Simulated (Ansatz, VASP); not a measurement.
## Cross-check of LaBi between VASP and Ansatz

Wanted: the spread between two codes on one cell, functional and k mesh. The cell is taken from a series of VASP runs on this material, whose earlier steps may have relaxed, scaled or displaced it; both programs get it as it stands.

Program: Ansatz 0.2.0. Level of theory: plane waves, with VASP 6.6.1 beside it; band structure at r2SCAN with rVV10 and band structure at r2SCAN with rVV10, spin-orbit coupling. Results are calculated unless marked as measured.

## 1. The structure

Symmetry: Fm-3m, No. 225, cubic system. Conventional cell: a = 6.629 Å, b = 6.629 Å, c = 6.629 Å, α = 90.00°, β = 90.00°, γ = 90.00°. La has 6 Bi at 3.31 Å nearest. Nearest to Bi lie 6 La at 3.31 Å. Farther neighbours are not listed.

Coordinates:

```cif
data_structure
_symmetry_space_group_name_H-M 'Fm-3m'
_symmetry_Int_Tables_number 225
_cell_length_a 6.6286
_cell_length_b 6.6286
_cell_length_c 6.6286
_cell_angle_alpha 90.000
_cell_angle_beta 90.000
_cell_angle_gamma 90.000
_cell_volume 291.24
loop_
_atom_site_label
_atom_site_type_symbol
_atom_site_symmetry_multiplicity
_atom_site_Wyckoff_symbol
_atom_site_fract_x
_atom_site_fract_y
_atom_site_fract_z
_atom_site_occupancy
La1 La 4 b 0.50000 0.00000 0.00000 1
Bi1 Bi 4 a 0.00000 0.00000 0.00000 1
```

## 2. VASP: band structure, r2SCAN with rVV10

With cell and atoms fixed, the geometry can't cause a difference; cores, projectors, grids and the points listed under the comparison can.

Lines of VASP's logs that name or quote its potential files are left out, and so is its time.

INCAR

```
SYSTEM = LaBi
PREC = Accurate
ENCUT = 400
EDIFF = 1E-06
NELM = 100
ISMEAR = 1
SIGMA = 0.2
LREAL = .FALSE.
ALGO = Normal
METAGGA = R2SCAN
LUSE_VDW = .TRUE.
IVDW_NL = 2
BPARAM = 11.95
CPARAM = 0.0093
LASPH = .TRUE.
NBANDS = 25
LORBIT = 11
LWAVE = .FALSE.
LCHARG = .FALSE.
KPAR = 2
```

POSCAR

```
LaBi
1.0
    0.0000000000      3.3142793947      3.3142793947
    3.3142793947      0.0000000000      3.3142793947
    3.3142793947      3.3142793947      0.0000000000
La Bi
1 1
Direct
    0.5000000000      0.5000000000      0.5000000000
    0.0000000000      0.0000000000      0.0000000000
```

KPOINTS

```
Automatic mesh
0
Gamma
6 6 6
0 0 0
```

KPOINTS_OPT

```
Line mode
16
Line-mode
Reciprocal
  0.00000000   0.00000000   0.00000000 GAMMA
  0.50000000   0.00000000   0.50000000 X

  0.50000000   0.00000000   0.50000000 X
  0.50000000   0.25000000   0.75000000 W

  0.50000000   0.25000000   0.75000000 W
  0.37500000   0.37500000   0.75000000 K

  0.37500000   0.37500000   0.75000000 K
  0.00000000   0.00000000   0.00000000 GAMMA

  0.00000000   0.00000000   0.00000000 GAMMA
  0.50000000   0.50000000   0.50000000 L

  0.50000000   0.50000000   0.50000000 L
  0.62500000   0.25000000   0.62500000 U

  0.62500000   0.25000000   0.62500000 U
  0.50000000   0.25000000   0.75000000 W

  0.50000000   0.25000000   0.75000000 W
  0.50000000   0.50000000   0.50000000 L

  0.50000000   0.50000000   0.50000000 L
  0.37500000   0.37500000   0.75000000 K

  0.62500000   0.25000000   0.62500000 U
  0.50000000   0.00000000   0.50000000 X
```

Potentials, in the order of the species: La and Bi_d (PBE family, release 64).

Run with:

```sh
mpirun -np 2 vasp_std
```

Numbers of over 12 decimals in the logs are rounded to 6 here.

Log:

```text
[banner, memory and clock lines left out]
running    2 mpi-ranks, on    1 nodes
 distrk:  each k-point on    1 cores,    2 groups
 distr:  one band on    1 cores,    1 groups

 POSCAR found type information on POSCAR LaBi
 POSCAR found :  2 types and       2 ions
|                                                                             |
|               ----> ADVICE to this user running VASP <----                  |
|                                                                             |
|     You have switched on vdW-DFT.                                           |
|     This routine was written and supplied by Jiri Klimes. We recommend      |
|     that you carefully read and cite the following publications:            |
|       J. Klimes, D.R. Bowler, A. Michelides                                 |
|          J. Phys.: Cond Matt. 22 022201 (2010)                              |
|       J. Klimes, D.R. Bowler, A. Michelides                                 |
|          Phys. Rev. B. 83, 195131 (2011)                                    |
|     and references therein.                                                 |
|                                                                             |

|                                                                             |
|               ----> ADVICE to this user running VASP <----                  |
|                                                                             |
|     You enforced a specific xc type in the INCAR file but a different       |
|     [... a line on the potential file left out ...]
|     I HOPE YOU KNOW WHAT YOU ARE DOING!                                     |
|                                                                             |

 LDA part: xc-table for (None), standard interpolation
 POSCAR, INCAR and KPOINTS ok, starting setup
 FFT: planning ... GRIDC
 FFT: planning ... GRID_SOFT
 FFT: planning ... GRID
 WAVECAR not read
 entering main loop
       N       E                     dE             d eps       ncg     rms          rms(c)
Total rVV10 correction in eV:      0.5909546    27.5306049
Total rVV10 correction in eV:      0.5909546    27.5306049
DAV:   1     0.170773741783E+03    0.17077E+03   -0.97919E+03   824   0.119E+03
DAV:   2    -0.655110677014E+02   -0.23628E+03   -0.22009E+03   864   0.289E+02
DAV:   3    -0.941393212620E+02   -0.28628E+02   -0.27937E+02   966   0.121E+02
DAV:   4    -0.967255734014E+02   -0.25863E+01   -0.25688E+01  1482   0.309E+01
DAV:   5    -0.967919097444E+02   -0.66336E-01   -0.66290E-01  1107   0.364E+00    0.339E+00
Total rVV10 correction in eV:      0.5944302    27.5306052
Total rVV10 correction in eV:      0.5944302    27.5306052
DAV:   6    -0.902243138056E+02    0.65676E+01   -0.18114E+00  1320   0.121E+01    0.186E+00
Total rVV10 correction in eV:      0.6029081    27.5306052
Total rVV10 correction in eV:      0.6029081    27.5306052
DAV:   7    -0.902454077264E+02   -0.21094E-01   -0.26523E-01  1432   0.295E+00    0.999E-01
Total rVV10 correction in eV:      0.6089959    27.5306085
Total rVV10 correction in eV:      0.6089959    27.5306085
DAV:   8    -0.902609390721E+02   -0.15531E-01   -0.30699E-02  1268   0.104E+00    0.399E-01
Total rVV10 correction in eV:      0.6118519    27.5307546
Total rVV10 correction in eV:      0.6118519    27.5307546
DAV:   9    -0.902652571347E+02   -0.43181E-02   -0.16473E-02  1349   0.125E+00    0.122E-01
Total rVV10 correction in eV:      0.6120531    27.5307876
Total rVV10 correction in eV:      0.6120531    27.5307876
DAV:  10    -0.902654076565E+02   -0.15052E-03   -0.88230E-04  1387   0.170E-01    0.981E-02
Total rVV10 correction in eV:      0.6120746    27.5308379
Total rVV10 correction in eV:      0.6120746    27.5308379
DAV:  11    -0.902653742953E+02    0.33361E-04   -0.78489E-04  1133   0.281E-01    0.464E-02
Total rVV10 correction in eV:      0.6121758    27.5308645
Total rVV10 correction in eV:      0.6121758    27.5308645
DAV:  12    -0.902654602663E+02   -0.85971E-04   -0.10808E-04  1194   0.580E-02    0.320E-02
Total rVV10 correction in eV:      0.6122250    27.5308739
Total rVV10 correction in eV:      0.6122250    27.5308739
DAV:  13    -0.902654874047E+02   -0.27138E-04   -0.20220E-05  1378   0.223E-02    0.206E-02
Total rVV10 correction in eV:      0.6122823    27.5308943
Total rVV10 correction in eV:      0.6122823    27.5308943
DAV:  14    -0.902655341366E+02   -0.46732E-04   -0.38223E-05  1182   0.331E-02    0.399E-03
Total rVV10 correction in eV:      0.6122874    27.5308983
Total rVV10 correction in eV:      0.6122874    27.5308983
DAV:  15    -0.902655424822E+02   -0.83456E-05   -0.59238E-06  1445   0.822E-03    0.279E-03
Total rVV10 correction in eV:      0.6122883    27.5309018
Total rVV10 correction in eV:      0.6122883    27.5309018
DAV:  16    -0.902655483883E+02   -0.59061E-05   -0.14013E-06   899   0.556E-03    0.998E-04
Total rVV10 correction in eV:      0.6122923    27.5309033
Total rVV10 correction in eV:      0.6122923    27.5309033
DAV:  17    -0.902655511391E+02   -0.27508E-05   -0.21851E-07   512   0.326E-03    0.328E-04
Total rVV10 correction in eV:      0.6122913    27.5309029
Total rVV10 correction in eV:      0.6122913    27.5309029
DAV:  18    -0.902655503942E+02    0.74487E-06   -0.89745E-08   461   0.259E-03
Total rVV10 correction in eV:      0.6122920    27.5309031
Total rVV10 correction in eV:      0.6122920    27.5309031
Total rVV10 correction in eV:      0.6122920    27.5309032
Total rVV10 correction in eV:      0.6122920    27.5309032
   1 F= -.90265550E+02 E0= -.90266005E+02  d E =0.136313E-02
 Start KPOINTS_OPT (optional k-point list driver)
k-point batch [1-16\160]
       N       E                     dE             ncg
DAV:   1     0.309042424797E+03   -0.50267E+04      848
DAV:   2    -0.343091057670E+04   -0.37400E+04      833
DAV:   3    -0.388435069602E+04   -0.45344E+03      952
DAV:   4    -0.391958863767E+04   -0.35238E+02     1369
DAV:   5    -0.392097725054E+04   -0.13886E+01     1209
DAV:   6    -0.392109610944E+04   -0.11886E+00     1382
DAV:   7    -0.392109845366E+04   -0.23442E-02     1154
DAV:   8    -0.392109862005E+04   -0.16638E-03     1363
DAV:   9    -0.392109862364E+04   -0.35920E-05     1045
DAV:  10    -0.392109862378E+04   -0.14395E-06      652
[...]
k-point batch [145-160\160]
       N       E                     dE             ncg
DAV:   1     0.195179400183E+03   -0.11296E+05      840
DAV:   2    -0.348915546751E+04   -0.36843E+04      872
DAV:   3    -0.393309028732E+04   -0.44393E+03      993
DAV:   4    -0.396707907208E+04   -0.33989E+02     1332
DAV:   5    -0.396845697881E+04   -0.13779E+01     1236
DAV:   6    -0.396857105166E+04   -0.11407E+00     1343
DAV:   7    -0.396857348972E+04   -0.24381E-02     1247
DAV:   8    -0.396857366550E+04   -0.17578E-03     1342
DAV:   9    -0.396857367000E+04   -0.44970E-05     1118
DAV:  10    -0.396857367021E+04   -0.21443E-06      691
```

OUTCAR, selected parts (step 2):

```text
ion  position               nearest neighbor table
   1  0.500  0.500  0.500-   2 3.31   2 3.31   2 3.31   2 3.31   2 3.31   2 3.31
   2  0.000  0.000  0.000-   1 3.31   1 3.31   1 3.31   1 3.31   1 3.31   1 3.31

  LATTYP: Found a face centered cubic cell.
 ALAT       =     6.6285587894

 Subroutine GETGRP returns: Found 48 space group operations
 (whereof 48 operations were pure point group operations)

The static configuration has the point symmetry O_h .

 Found     16 irreducible k-points:

   k-points           NKPTS =     16   k-points in BZ     NKDIM =     16   number of bands    NBANDS=     25

   dimension x,y,z NGX =    32 NGY =   32 NGZ =   32
   dimension x,y,z NGXF=    64 NGYF=   64 NGZF=   64

   ENCUT  =  400.0 eV  29.40 Ry    5.42 a.u.   7.64  7.64  7.64*2*pi/ulx,y,z

   NELECT =      26.0000    total number of electrons

 k-points in reciprocal lattice and weights: Automatic mesh
   0.00000000  0.00000000  0.00000000       0.005
   0.16666667  0.00000000  0.00000000       0.037
   0.33333333  0.00000000  0.00000000       0.037
   0.50000000  0.00000000  0.00000000       0.019
   0.16666667  0.16666667  0.00000000       0.028
   0.33333333  0.16666667  0.00000000       0.111
   0.50000000  0.16666667  0.00000000       0.111
  -0.33333333  0.16666667  0.00000000       0.111
  -0.16666667  0.16666667  0.00000000       0.056
[...]
-0.33333333  0.33333333  0.16666667       0.111
  -0.33333333  0.50000000  0.16666667       0.056

 average (electrostatic) potential at core
       1-103.4768       2-109.4808

 E-fermi :   6.7052

 k-point     1 :       0.0000    0.0000    0.0000
  band No.  band energies     occupation
    ...
      6     -15.4724      2.00000
      7     -10.5359      2.00000
      8     -10.5359      2.00000
      9     -10.5359      2.00000
     10      -4.1826      2.00000
     11       6.8547      0.04954
     12       6.8547      0.04954
     13       6.8547      0.04954
     14       8.0776     -0.00000
     15       8.0776     -0.00000
    ...

 k-point     2 :       0.1667    0.0000    0.0000
  band No.  band energies     occupation
    ...
      9     -10.5260      2.00000
     10      -3.9440      2.00000
     11       5.5109      2.00000
     12       6.0883      2.00012
     13       6.0883      2.00012
     14       8.1421     -0.00000
     15       8.3488     -0.00000
     16       8.3488     -0.00000
     17       8.9275     -0.00000
     18       8.9585     -0.00000
    ...

 k-point     3 :       0.3333    0.0000    0.0000
  band No.  band energies     occupation
    ...
      9     -10.5059      2.00000
     10      -3.4349      2.00000
     11       3.9306      2.00000
     12       5.2188      2.00000
     13       5.2188      2.00000
     14       8.3854     -0.00000
     15       8.7596     -0.00000
     16       8.7596     -0.00000
     17       9.0212     -0.00000
     18       9.0212     -0.00000
    ...

  Total       -0.0045833     -0.0045833     -0.0045833      0.0000000      0.0000000     -0.0000000
  in kB       -0.1008546     -0.1008546     -0.1008546      0.0000000      0.0000000     -0.0000000
  external PRESSURE =      -0.1008546 kB  Pullay stress =       0.0000000 kB

  energy-cutoff  :      400.00
  volume of cell :       72.81
      direct lattice vectors                 reciprocal lattice vectors
     0.000000000  3.314279395  3.314279395    -0.150862357  0.150862357  0.150862357
     3.314279395  0.000000000  3.314279395     0.150862357 -0.150862357  0.150862357
     3.314279395  3.314279395  0.000000000     0.150862357  0.150862357 -0.150862357

 POSITION                                       TOTAL-FORCE (eV/Angst)
 -----------------------------------------------------------------------------------
      3.31428      3.31428      3.31428         0.000000      0.000000      0.000000
      0.00000      0.00000      0.00000        -0.000000     -0.000000      0.000000
 -----------------------------------------------------------------------------------
    total drift:                                0.000000      0.000000      0.000000

  FREE ENERGIE OF THE ION-ELECTRON SYSTEM (eV)
  ---------------------------------------------------
  free  energy   TOTEN  =       -90.2655503942 eV

  energy  without entropy=      -90.2669135274  energy(sigma->0) =      -90.26600477

 total charge
# of ion       s       p       d       f       tot
--------------------------------------------------
    1        1.987   5.672   0.642   0.112   8.414
    2        1.392   1.782   9.859   0.000  13.034
--------------------------------------------------
tot          3.380   7.454  10.501   0.112  21.447

[... 3 further parts left out ...]
```

Spin-orbit coupling is off here; with elements this heavy it splits and shifts levels by tenths of an eV or more.

(Part 1 of 2 ends here.)

[Lines on the potential files, build, host, timing and source positions are cut from VASP's logs without a mark.]

[Logs are printed without paths, hosts, clocks, repeated set-up lines and the standing remarks that a program may print on its own settings, such as how far it seeks lower states.]

[Hosts, paths, dates, database ids (printed as entryN), source tags and the programs' standing remarks are cut or masked in the printed files.]
